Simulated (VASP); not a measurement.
VASP runs on TiAl (L1_0) share one base input (PBE GGA, plane waves, VASP's PBE PAW potentials (set 64)) and change the settings named in each case.

INCAR:
```
SYSTEM = TiAl
PREC = Accurate
ENCUT = 400
EDIFF = 1E-6
NELM = 100
ALGO = Normal
LREAL = .FALSE.
LASPH = .TRUE.
ISMEAR = 1
SIGMA = 0.1
GGA = PE
LMAXMIX = 4
LWAVE = .FALSE.
LCHARG = .FALSE.
ISIF = 2
```

### KPOINTS
```
kpoints
0
gamma
  12 12 8
0 0 0
```

POSCAR:
```
TiAl
1.0
  2.8300000000   0.0000000000   0.0000000000
  0.0000000000   2.8300000000   0.0000000000
  0.0000000000   0.0000000000   4.0700000000
Ti Al
1 1
Cartesian
  0.0000000000   0.0000000000   0.0000000000
  1.4150000000   1.4150000000   2.0350000000
```

POTCAR, in this order: Ti_sv Al (PBE.64 set). Program: vasp_std.

| change | E(σ→0) (eV/atom) | pressure (GPa) | −TS (eV) |
|---|---|---|---|
| base run | -6.1946 | -0.83 | 0.0006 |
| ISMEAR = 2, SIGMA = 0.2 | -6.1946 | -0.83 | 0.0025 |
| ISMEAR = 2, SIGMA = 0.02 | -6.1946 | -0.82 | -0.0001 |
| SIGMA = 0.01 | -6.1946 | -0.81 | -0.0001 |
| ISMEAR = -1, SIGMA = 0.3 | -6.1966 | 0.28 | -0.5043 |
| SIGMA = 0.02 | -6.1946 | -0.82 | -0.0001 |
| ISMEAR = 0, SIGMA = 0.5 | -6.1951 | -0.39 | -0.2179 |
| ISMEAR = -5, SIGMA removed | -6.1946 | -0.81 | 0.0000 |
| ISMEAR = -4, SIGMA removed | -6.1785 | -0.67 | 0.0000 |

Left out are runs that ran out of time, are held back, or changed the cell or the kind of run, fixed moments of cells without a moment, rows past the twelfth, gaps on odd meshes, pressures of charged cells and columns that move by less than the noise.

The compound is TiAl in the L1_0 structure. The cell was not relaxed at this level. The electron count is odd and the run is not spin-polarised, which forces a metal.
